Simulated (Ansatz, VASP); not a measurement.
# SnS2 (1T-SnS2 3 layers, AB): VASP beside Ansatz

Wanted: the spread between two codes on one cell, functional and k mesh. The cell is taken from a series of runs on this material, whose earlier steps may have relaxed, scaled, displaced or heated it; both programs get it as it stands.

Calculated with Ansatz 0.2.0; plane waves, with VASP 6.6.1 beside it; single point at PBE with D3(BJ).

## Step 1: The structure

The cell holds 9 atoms: 6 S and 3 Sn. Cell: a = 3.663 Å, b = 3.663 Å, c = 33.491 Å, α = 90.0°, β = 90.0°, γ = 120.0°. Vacuum lies along c.

## Step 2: VASP: single point, PBE with D3(BJ)

With cell and atoms fixed, the geometry can't cause a difference; cores, projectors, grids and the points listed under the comparison can.

Lines of VASP's logs that name or quote its potential files are left out, and so is its time.

Contents of INCAR:

```
SYSTEM = SnS2
PREC = Accurate
ENCUT = 400
EDIFF = 1E-06
NELM = 120
ISMEAR = -1
SIGMA = 0.02585
LREAL = .FALSE.
ALGO = Normal
GGA = PE
IVDW = 12
NBANDS = 48
LORBIT = 11
LWAVE = .FALSE.
LCHARG = .FALSE.
ISIF = 2
LDIPOL = .TRUE.
IDIPOL = 3
DIPOL = 0.5 0.5 0.494
LVHAR = .TRUE.
LASPH = .TRUE.
GGA_COMPAT = .FALSE.
EFERMI = MIDGAP
NELMDL = -8
KPAR = 2
```

Contents of POSCAR:

```
SnS2
1.0
    3.6628580875      0.0000000000      0.0000000000
   -1.8314290438      3.1721281543      0.0000000000
    0.0000000000      0.0000000000     33.4913514746
S Sn
6 3
Direct
    0.6666666667      0.3333333333      0.2687260921
    0.3333333333      0.6666666667      0.3572173943
    0.0000000000      0.0000000000      0.4460476974
    0.6666666667      0.3333333333      0.5345067962
    0.6666666667      0.3333333333      0.6426400980
    0.3333333333      0.6666666667      0.7312739079
    0.0000000000      0.0000000000      0.3130131268
    0.3333333333      0.6666666667      0.4902497419
    0.0000000000      0.0000000000      0.6869436167
```

Contents of KPOINTS:

```
Automatic mesh
0
Gamma
18 18 1
0 0 0
```

Potentials, in the order of the species: S and Sn_d (PBE family, release 64).

Command:

```console
$ mpirun -np 2 vasp_std
```

Numbers of over 12 decimals in the logs are rounded to 6 here.

Output:

```text
[banner, memory and clock lines left out]
running    2 mpi-ranks, on    1 nodes
 distrk:  each k-point on    1 cores,    2 groups
 distr:  one band on    1 cores,    1 groups

 POSCAR found type information on POSCAR S Sn
 POSCAR found :  2 types and       9 ions
 LDA part: xc-table for (Slater+PW92), standard interpolation
 POSCAR, INCAR and KPOINTS ok, starting setup
 FFT: planning ... GRIDC
 FFT: planning ... GRID_SOFT
 FFT: planning ... GRID
 WAVECAR not read
 entering main loop
       N       E                     dE             d eps       ncg     rms          rms(c)
DAV:   1     0.700257206572E+03    0.70026E+03   -0.31005E+04  3888   0.136E+03
DAV:   2     0.634553057563E+02   -0.63680E+03   -0.61790E+03  4008   0.349E+02
DAV:   3    -0.355081461590E+02   -0.98963E+02   -0.96421E+02  4304   0.160E+02
DAV:   4    -0.408683723418E+02   -0.53602E+01   -0.53099E+01  4320   0.401E+01
DAV:   5    -0.410855317435E+02   -0.21716E+00   -0.21697E+00  5336   0.772E+00
DAV:   6    -0.410905334674E+02   -0.50017E-02   -0.50010E-02  5256   0.104E+00
DAV:   7    -0.410906626952E+02   -0.12923E-03   -0.12922E-03  5528   0.160E-01
DAV:   8    -0.410906648671E+02   -0.21719E-05   -0.21718E-05  5200   0.219E-02    0.147E+01
DAV:   9    -0.396172172943E+02    0.14734E+01   -0.30521E+00  4928   0.133E+01    0.105E+01
DAV:  10    -0.395985137420E+02    0.18704E-01   -0.16118E+00  4664   0.563E+00    0.159E+00
DAV:  11    -0.395437872312E+02    0.54727E-01   -0.29301E-01  4840   0.371E+00    0.135E+00
DAV:  12    -0.395460989995E+02   -0.23118E-02   -0.20068E-02  4304   0.585E-01    0.335E-01
DAV:  13    -0.395459630112E+02    0.13599E-03   -0.26626E-03  5032   0.405E-01    0.279E-01
DAV:  14    -0.395461765841E+02   -0.21357E-03   -0.70663E-04  4192   0.120E-01    0.698E-02
[...]
DAV:  18    -0.395462942704E+02   -0.13769E-04   -0.72261E-07  2728   0.404E-03    0.969E-03
DAV:  19    -0.395463290178E+02   -0.34747E-04   -0.17897E-06  3176   0.539E-03    0.594E-03
DAV:  20    -0.395463642477E+02   -0.35230E-04   -0.22325E-06  3248   0.429E-03    0.458E-03
DAV:  21    -0.395463659923E+02   -0.17447E-05   -0.19040E-07  2688   0.209E-03    0.311E-03
DAV:  22    -0.395463723633E+02   -0.63710E-05   -0.10967E-07  2712   0.135E-03    0.192E-03
DAV:  23    -0.395463860051E+02   -0.13642E-04   -0.10957E-06  2936   0.238E-03    0.168E-03
DAV:  24    -0.395463872275E+02   -0.12223E-05   -0.91331E-08  2720   0.122E-03    0.957E-04
DAV:  25    -0.395463879228E+02   -0.69530E-06   -0.28493E-08  2584   0.744E-04
   1 F= -.42062101E+02 E0= -.42062101E+02  d E =-.122854E-11
```

OUTCAR, selected parts (step 2):

```text
ion  position               nearest neighbor table
   1  0.667  0.333  0.269-   7 2.58   7 2.58   7 2.58
   2  0.333  0.667  0.357-   7 2.58   7 2.58   7 2.58
   3  0.000  0.000  0.446-   8 2.58   8 2.58   8 2.58
   4  0.667  0.333  0.535-   8 2.58   8 2.58   8 2.58
   5  0.667  0.333  0.643-   9 2.58   9 2.58   9 2.58
   6  0.333  0.667  0.731-   9 2.58   9 2.58   9 2.58
   7  0.000  0.000  0.313-   2 2.58   2 2.58   2 2.58   1 2.58   1 2.58   1 2.58
   8  0.333  0.667  0.490-   3 2.58   3 2.58   3 2.58   4 2.58   4 2.58   4 2.58
   9  0.000  0.000  0.687-   5 2.58   5 2.58   5 2.58   6 2.58   6 2.58   6 2.58

  LATTYP: Found a hexagonal cell.
 ALAT       =     3.6628580875
 C/A-ratio  =     9.1435023347

 Subroutine GETGRP returns: Found  6 space group operations
 (whereof  6 operations were pure point group operations)

The static configuration has the point symmetry C_3v.

 Found     37 irreducible k-points:

   k-points           NKPTS =     37   k-points in BZ     NKDIM =     37   number of bands    NBANDS=     48

   dimension x,y,z NGX =    24 NGY =   24 NGZ =  224
   dimension x,y,z NGXF=    48 NGYF=   48 NGZF=  448

   ENCUT  =  400.0 eV  29.40 Ry    5.42 a.u.   5.97  5.97 54.62*2*pi/ulx,y,z

   NELECT =      78.0000    total number of electrons

 k-points in reciprocal lattice and weights: Automatic mesh
   0.00000000  0.00000000  0.00000000       0.003
   0.05555556 -0.00000000  0.00000000       0.019
   0.11111111 -0.00000000  0.00000000       0.019
   0.16666667 -0.00000000  0.00000000       0.019
   0.22222222 -0.00000000  0.00000000       0.019
   0.27777778 -0.00000000  0.00000000       0.019
   0.33333333 -0.00000000  0.00000000       0.019
   0.38888889  0.00000000  0.00000000       0.019
   0.44444444 -0.00000000  0.00000000       0.019
[...]
0.33333333  0.27777778  0.00000000       0.037
   0.33333333  0.33333333  0.00000000       0.006

 dipolmoment           0.000000      0.000000      0.000110 electrons x Angstroem

 average (electrostatic) potential at core
       1 -91.1147       2 -91.1409       3 -91.1417       4 -91.1250       5 -91.1234
       6 -91.1140       7-107.1935       8-107.1989       9-107.1899

 E-fermi :  -0.1475

 k-point     1 :       0.0000    0.0000    0.0000
  band No.  band energies     occupation
    ...
     35      -0.9838      2.00000
     36      -0.9333      2.00000
     37      -0.9333      2.00000
     38      -0.9125      2.00000
     39      -0.9125      2.00000
     40       1.3592      0.00000
     41       1.6982      0.00000
     42       2.0920      0.00000
     43       2.9613      0.00000
     44       3.0232      0.00000
    ...

 k-point     2 :       0.0556   -0.0000    0.0000
  band No.  band energies     occupation
    ...
     35      -1.0583      2.00000
     36      -1.0212      2.00000
     37      -0.9472      2.00000
     38      -0.8920      2.00000
     39      -0.8680      2.00000
     40       1.5448      0.00000
     41       1.8394      0.00000
     42       2.1750      0.00000
     43       3.1584      0.00000
     44       3.2232      0.00000
    ...

 k-point     3 :       0.1111   -0.0000    0.0000
  band No.  band energies     occupation
    ...
     35      -1.3627      2.00000
     36      -1.0471      2.00000
     37      -0.9120      2.00000
     38      -0.8483      2.00000
     39      -0.8174      2.00000
     40       1.8879      0.00000
     41       2.0851      0.00000
     42       2.2810      0.00000
     43       3.5517      0.00000
     44       3.6292      0.00000
    ...

 Edisp (eV)   -2.51571

  Total      -0.16716    -0.16716    -0.12916     0.00000    -0.00000     0.00000
  in kB      -0.68823    -0.68823    -0.53180     0.00000    -0.00000     0.00000
  external pressure =       -0.64 kB  Pullay stress =        0.00 kB

  energy-cutoff  :      400.00
  volume of cell :      389.14
      direct lattice vectors                 reciprocal lattice vectors
     3.662858088  0.000000000  0.000000000     0.273010850  0.157622888  0.000000000
    -1.831429044  3.172128154  0.000000000     0.000000000  0.315245776  0.000000000
     0.000000000  0.000000000 33.491351475     0.000000000  0.000000000  0.029858455

 POSITION                                       TOTAL-FORCE (eV/Angst)
 -----------------------------------------------------------------------------------
      1.83143      1.05738      9.00000        -0.000000     -0.000000      0.004427
     -0.00000      2.11475     11.96369         0.000000      0.000000     -0.004923
      0.00000      0.00000     14.93874         0.000000      0.000000      0.005159
      1.83143      1.05738     17.90135        -0.000000      0.000000     -0.004583
      1.83143      1.05738     21.52289         0.000000      0.000000      0.005093
     -0.00000      2.11475     24.49135        -0.000000      0.000000     -0.004710
      0.00000      0.00000     10.48323         0.000000      0.000000     -0.000432
     -0.00000      2.11475     16.41913         0.000000      0.000000      0.000057
      0.00000      0.00000     23.00667         0.000000     -0.000000     -0.000088
 -----------------------------------------------------------------------------------
    total drift:                               -0.000000     -0.000000     -0.000342

  FREE ENERGIE OF THE ION-ELECTRON SYSTEM (eV)
  ---------------------------------------------------
  free  energy   TOTEN  =       -42.0621010568 eV

  energy  without entropy=      -42.0621010568  energy(sigma->0) =      -42.06210106

 vacuum level on the upper side and lower side of the slab         5.913         5.912

 total charge
# of ion       s       p       d       tot
------------------------------------------
    1        1.364   2.334   0.000   3.698
    2        1.366   2.334   0.000   3.700
    3        1.366   2.334   0.000   3.700
    4        1.366   2.334   0.000   3.700
    5        1.366   2.333   0.000   3.699
    6        1.364   2.333   0.000   3.697
    7        1.019   1.030  10.140  12.188
    8        1.019   1.030  10.140  12.189
    9        1.019   1.028  10.139  12.186
--------------------------------------------------
tot         11.248  17.091  30.418  58.757

[... 3 further parts left out ...]
```

## Step 3: Ansatz: single point, PBE with D3(BJ)

Ansatz runs on its default PAW (the set named soft_2) files.

The same cell, functional, mesh and smearing now go to Ansatz, which takes its cutoff from its data sets.

Contents of input.yaml:

```yaml
crystal:
  lattice:
    - [3.6628580875, 0.0, 0.0]
    - [-1.8314290438, 3.1721281543, 0.0]
    - [0.0, 0.0, 33.4913514746]
  atoms:
    - { symbol: S, position: [0.6666666667, 0.3333333333, 0.2687260921] }
    - { symbol: Sn, position: [0.0, 0.0, 0.3130131268] }
    - { symbol: S, position: [0.3333333333, 0.6666666667, 0.3572173943] }
    - { symbol: S, position: [0.0, 0.0, 0.4460476974] }
    - { symbol: Sn, position: [0.3333333333, 0.6666666667, 0.4902497419] }
    - { symbol: S, position: [0.6666666667, 0.3333333333, 0.5345067962] }
    - { symbol: S, position: [0.6666666667, 0.3333333333, 0.642640098] }
    - { symbol: Sn, position: [0.0, 0.0, 0.6869436167] }
    - { symbol: S, position: [0.3333333333, 0.6666666667, 0.7312739079] }
kpoints:
  mp_grid: { grid: [18, 18, 1] }
  band_path:
    path: [[0, 0, 0], [0.5, 0, 0], [0.33333333, 0.33333333, 0], [0, 0, 0]]
    npoints: 16
hamiltonian:
  xc: pbe
  dispersion: d3bj
scf:
  occupations: { method: fermi_dirac, width: 0.02585 }
  convergence: { dr2_threshold: 1.0e-10 }
efield:
  axis: 3
  dipole_correction: true
  ramp_position: 0.97
  ramp_width: 0.06
  amplitude: 0
output:
  dos: { projected: true, e_range: [-6, 5] }
  write_potential: true
  write_density: true
  volumetric_format: npy
  elf: true
```

Command:

```console
$ ansatz run input.yaml --threads 4 --pin off --max-ram 8192MiB --backend cpu --events-out ev --progress --plain --runs-dir out
```

Output:

```text
Engine: ansatz 0.2.0, aarch64-unknown-linux-gnu
Pseudopotentials: kind: paw
Pseudopotential: S, paw, valence charge 6, recommended cutoff 420 eV (normal), S.paw.azcp
Pseudopotential: Sn, paw, valence charge 14, recommended cutoff 420 eV (normal), Sn.paw.azcp
Functional definition: PBE
  parameter kappa = 0.804
  parameter beta = 0.066725
  exchange = pbe_x(kappa = kappa, mu = beta*pi^2/3)
  correlation = pbe_c(beta = beta)
Crystal: 9 atoms, lattice volume = 389.138 Å³
Basis set: ecut = 420 eV, 7563 PW (Γ)
Bands: 48, of which v1, the nominal top of the filled ones, is band 39 counted from 1 (38 counted from 0)
Symmetry: 6 space group operations
Space group: P3m1 (ITA 156), of the structure as read, at distance tolerance 7.3e-5 Å
k-points: 37 of 324 (time reversal used)
Non-local potential: S, projectors of the file, l = 0: 2, l = 1: 2, l = 2: 2
Non-local potential: Sn, projectors of the file, l = 0: 2, l = 1: 2, l = 2: 2, l = 3: 2
PAW form: soft (Blöchl's): semilocal exchange-correlation on the pseudo side does not see the compensation charge
PAW one-centre angular grid: S, 110 points (default); XC on 64 Gauss nodes
PAW one-centre angular grid: Sn, 590 points (default); XC on 64 Gauss nodes
Initial density: superposition of atomic densities (neutral atoms: chi_scale 0, normalization atom), corrected by the library's trained network
Initial wavefunctions: pseudopotential atomic-orbital guess
Functional: x = pbe(κ = 0.804, μ = 0.219515), c = pbe(β = 0.066725)
SCF iter   1: F=—  HF=-23490.855511 eV  |F-HF|=—  |Δ(HF+E_count)|=         —  Δρ=1.02e-3  dr2=1.20e-2  ethr=1.77e-3  p=0.004 e·Å  D=2.08e-3 V/Å  ΔV_dip=-0.07 eV  dr2_dipole=1.07e-4  V_vac-E_F(+/−)=5.86/5.93 eV  ⟨swp⟩=10.5  Hψ=9883  notcnv=0  defer=6
efield: sawtooth ramp at fractional position 0.9700 (set: `efield.ramp_position`, or a place that a band, a saddle search or an elastic batch's reference lends), width 0.0600; the density the first Hamiltonian is built on has a dipole p = 0.004 e·Å; the dipole correction subtracts the counter field D = 2.08e-3 V/Å, which shifts the + side's vacuum level by -0.07 eV against the − side's; the planar-averaged density in the ramp window peaks in size at 9.5e-6 e/Å³
preconditioner: auto → Resta (q_TF=auto, 2.087 Å⁻¹)  ε∞=2.2  [insulator: Δε(μ)=1.306 eV  Ē_g=15.492 eV  σ=0.026 eV  W_gap=1.00  n_scr=64 (ndim 8)  ℏωp=16.6 eV  f_vac=0.458  D(μ)=0.00/eV (n_scr^D=0)  ε∞_Penn≈2.2  vacuum switching on, ρ_ref=1.7e-2 e/Å³]
SCF iter   2: F=—  HF=-23490.851232 eV  |F-HF|=—  |Δ(HF+E_count)|=   4.28e-3  Δρ=7.61e-4  dr2=1.12e-2  ethr=1.54e-5  p=-0.001 e·Å  D=-6.13e-4 V/Å  ΔV_dip=0.02 eV  dr2_dipole=1.08e-4  V_vac-E_F(+/−)=6.05/6.03 eV  ⟨swp⟩=3.6  Hψ=3856  notcnv=0  defer=122
SCF iter   3: F=—  HF=-23490.850267 eV  |F-HF|=—  |Δ(HF+E_count)|=   9.65e-4  Δρ=4.04e-4  dr2=1.22e-3  ethr=1.44e-5  p=0.002 e·Å  D=7.25e-4 V/Å  ΔV_dip=-0.02 eV  dr2_dipole=1.58e-5  V_vac-E_F(+/−)=5.98/6.00 eV  ⟨swp⟩=2.5  Hψ=2282  notcnv=0  defer=122
SCF iter   4: F=—  HF=-23490.850865 eV  |F-HF|=—  |Δ(HF+E_count)|=   5.98e-4  Δρ=1.58e-4  dr2=7.50e-5  ethr=1.56e-6  p=-0.000 e·Å  D=-1.04e-4 V/Å  ΔV_dip=0.00 eV  dr2_dipole=2.52e-6  V_vac-E_F(+/−)=6.03/6.03 eV  ⟨swp⟩=2.4  Hψ=3026  notcnv=0  defer=122
SCF iter   5: F=—  HF=-23490.851009 eV  |F-HF|=—  |Δ(HF+E_count)|=   1.44e-4  Δρ=7.73e-5  dr2=1.91e-5  ethr=9.61e-8  p=0.000 e·Å  D=1.64e-4 V/Å  ΔV_dip=-0.01 eV  dr2_dipole=3.55e-6  V_vac-E_F(+/−)=6.03/6.04 eV  ⟨swp⟩=2.0  Hψ=2245  notcnv=0  defer=122
SCF iter   6: F=—  HF=-23490.851021 eV  |F-HF|=—  |Δ(HF+E_count)|=   1.19e-5  Δρ=3.98e-5  dr2=2.61e-5  ethr=2.45e-8  p=-0.001 e·Å  D=-3.95e-4 V/Å  ΔV_dip=0.01 eV  dr2_dipole=1.23e-5  V_vac-E_F(+/−)=6.05/6.04 eV  ⟨swp⟩=2.0  Hψ=3098  notcnv=0  defer=122
SCF iter   7: F=—  HF=-23490.851020 eV  |F-HF|=—  |Δ(HF+E_count)|=   1.00e-6  Δρ=9.74e-6  dr2=3.91e-7  ethr=2.45e-8  p=-0.000 e·Å  D=-5.18e-5 V/Å  ΔV_dip=0.00 eV  dr2_dipole=2.79e-10  V_vac-E_F(+/−)=6.05/6.04 eV  ⟨swp⟩=2.0  Hψ=2046  notcnv=0  defer=122
SCF iter   8: F=—  HF=-23490.851002 eV  |F-HF|=—  |Δ(HF+E_count)|=   1.79e-5  Δρ=3.57e-6  dr2=1.12e-7  ethr=5.01e-10  p=-0.000 e·Å  D=-6.01e-5 V/Å  ΔV_dip=0.00 eV  dr2_dipole=7.50e-9  V_vac-E_F(+/−)=6.05/6.04 eV  ⟨swp⟩=2.0  Hψ=3177  notcnv=0  defer=122
SCF iter   9: F=—  HF=-23490.851002 eV  |F-HF|=—  |Δ(HF+E_count)|=   6.00e-8  Δρ=2.52e-6  dr2=1.78e-7  ethr=1.43e-10  p=-0.000 e·Å  D=-4.46e-5 V/Å  ΔV_dip=0.00 eV  dr2_dipole=4.99e-9  V_vac-E_F(+/−)=6.05/6.04 eV  ⟨swp⟩=2.2  Hψ=2340  notcnv=0  defer=122
SCF iter  10: F=—  HF=-23490.851002 eV  |F-HF|=—  |Δ(HF+E_count)|=   1.00e-8  Δρ=7.00e-7  dr2=5.49e-9  ethr=1.43e-10  p=-0.000 e·Å  D=-4.94e-5 V/Å  ΔV_dip=0.00 eV  dr2_dipole=2.74e-10  V_vac-E_F(+/−)=6.05/6.04 eV  ⟨swp⟩=2.0  Hψ=1991  notcnv=0  defer=122
SCF iter  11: F=—  HF=-23490.851002 eV  |F-HF|=—  |Δ(HF+E_count)|=   2.80e-9  Δρ=2.52e-7  dr2=8.43e-10  ethr=7.03e-12  p=-0.000 e·Å  D=-5.10e-5 V/Å  ΔV_dip=0.00 eV  dr2_dipole=4.75e-12  V_vac-E_F(+/−)=6.05/6.04 eV  ⟨swp⟩=2.0  Hψ=2230  notcnv=0  defer=122
SCF iter  12: F=—  HF=-23490.851002 eV  |F-HF|=—  |Δ(HF+E_count)|=  2.18e-10  Δρ=1.64e-7  dr2=5.78e-10  ethr=1.08e-12  p=-0.000 e·Å  D=-5.04e-5 V/Å  ΔV_dip=0.00 eV  dr2_dipole=9.66e-12  V_vac-E_F(+/−)=6.05/6.04 eV  ⟨swp⟩=2.0  Hψ=2341  notcnv=0  defer=122
SCF iter  13: F=—  HF=-23490.851002 eV  |F-HF|=—  |Δ(HF+E_count)|=  1.46e-11  Δρ=7.83e-8  dr2=1.14e-10  ethr=1.00e-12  p=-0.000 e·Å  D=-5.06e-5 V/Å  ΔV_dip=0.00 eV  dr2_dipole=1.45e-12  V_vac-E_F(+/−)=6.05/6.04 eV  ⟨swp⟩=1.5  Hψ=1699  notcnv=0  defer=122
SCF iter  14: F=-23490.851002 eV  HF=-23490.851002 eV  |F-HF|=4.00e-11  |Δ(HF+E_count)|=  3.64e-12  Δρ=1.76e-8  dr2=3.83e-12  ethr=1.00e-12  p=-0.000 e·Å  D=-5.07e-5 V/Å  ΔV_dip=0.00 eV  dr2_dipole=4.93e-15  V_vac-E_F(+/−)=6.05/6.04 eV  ⟨swp⟩=11.8  Hψ=4910  notcnv=0
SCF 1 converged in 14 iterations: F = -23490.851002 eV  dr2 = 3.83e-12
  greatest PAW one-centre occupation: 0.993 electrons in one spin orbital (limit 2), on the Sn atom at site 1 (counted from 0), in its partial waves of l = 2
NSCF: frozen V_eff on 49 k-points
efield: sawtooth ramp at fractional position 0.9700 (kept from the solve that this one continues, or follows in the run), width 0.0600; the density the first Hamiltonian is built on has a dipole p = -0.000 e·Å; the dipole correction subtracts the counter field D = -5.07e-5 V/Å, which shifts the + side's vacuum level by +0.00 eV against the − side's; the planar-averaged density in the ramp window peaks in size at 1.2e-7 e/Å³
WARN: The output density's exchange-correlation potential varies sharply where the density is thin. Do not read a vacuum level from v_tot or v_xc, or from such a field of the output density. On a cell that repeats whose density bears no net charge and no dipole along the vacuum's axis use v_es (v_loc + v_h of the components); under efield.dipole_correction with no amplitude use v_es + v_field, which holds any externa [...]
SCF converged after 14 iterations
Free energy (F): -23490.851002 eV
Harris-Foulkes:  -23490.851002 eV  (|F-HF|=4.00e-11)
Internal energy: -23490.851002 eV  (E = F + TS)
E sigma→0 (E₀):  -23490.851002 eV
Fermi energy:    0.832023 eV
Dipole field:    D = -0.000051 V/Å  (p = -0.000109 e·Å, saw-weighted, corrected)
Work function:   Φ+ = 6.0452 eV   Φ− = 6.0435 eV
Levels:          The Fermi level and band energies are counted from a zero that moves with the ramp; work functions are not
--- Per-component energies (eV) ---
  E_band       = -841.568194
  E_kinetic    = 1200.893827
  E_local      = -60961.202234  (includes V_loc(G=0)·N_el)
  E_nonlocal   = 80.972794
  E_hartree    = 30384.191701
  E_xc         = -1723.667364
  E_vxc        = -805.597790  (∫ρ·V_xc dr)
  E_paw        = -16029.835726  (= ΣΔE_a)
  E_vpaw       = -1125.017919  (= ΣTr[D̂ρ^β])
  E_aug_tail   = 0.000008  (compensation charges beyond the density's cutoff)
  E_efield     = 0.000000  (sawtooth field / dipole correction)
  E_vefield    = -0.000433  (∫n·V_field dr)
  E_ewald      = 23560.312055
  E_disp       = -2.516063  (pairwise vdW)
  E_smearing   = -0.000000  (= −TS)
  E_closure    = 0.000000  (closes the sum)
  Σ components = -23490.851002   (vs F -23490.851002, Δ=0.00e0)
--- Band table (eV; the first three rows and the last of 37) ---
  k-point 0: bands = [... 35 lower, 0.0135, 0.0135, 0.0342, 0.0342, 2.2913, 2.6306, 3.0244, 3.9010, ... 5 higher]
  k-point 1: bands = [... 35 lower, -0.0716, -0.0001, 0.0550, 0.0789, 2.4786, 2.7734, 3.1090, 4.0983, ... 5 higher]
  k-point 2: bands = [... 35 lower, -0.0895, 0.0354, 0.0990, 0.1297, 2.8253, 3.0229, 3.2193, 4.4913, ... 5 higher]
  k-point 36: bands = [... 35 lower, -0.5994, -0.5586, -0.5506, -0.2664, 2.7525, 2.7832, 2.8018, 5.7266, ... 5 higher]
```

## Step 4: Differences

Known differences besides the potentials themselves: the cutoff is 420 eV in Ansatz and 400 eV in VASP. Total energies have different zeros and are not compared.

The two programs side by side:

| quantity | Ansatz | VASP | difference |
| --- | --- | --- | --- |
| gap on the k mesh (eV) | 1.326 | 1.324 | +0.002 |

A gap on the mesh is an upper bound, since the band edges may lie between its points. With vacuum in the cell, a pressure given here is an average over mostly empty space and none of the material.

## Step 5: Results

| Property | Result |
| --- | --- |
| difference in gap on the k mesh (single point, PBE with D3(BJ)) | 0.0018 eV |

The difference in gap on the k mesh is 0.0018 eV (single point, PBE with D3(BJ)), within the 0.08 eV picked in this series as the mark of a large difference. Such differences can come from data sets, numerical settings and the points named under the comparisons, not from the functional's error against experiment.

[Lines on the potential files, build, host, timing and source positions are cut from VASP's logs without a mark.]

[Logs are printed without paths, hosts, clocks, repeated set-up lines and the standing remarks that a program may print on its own settings, such as how far it seeks lower states.]

[Hosts, paths, dates, database ids (printed as entryN), source tags and the programs' standing remarks are cut or masked in the printed files.]
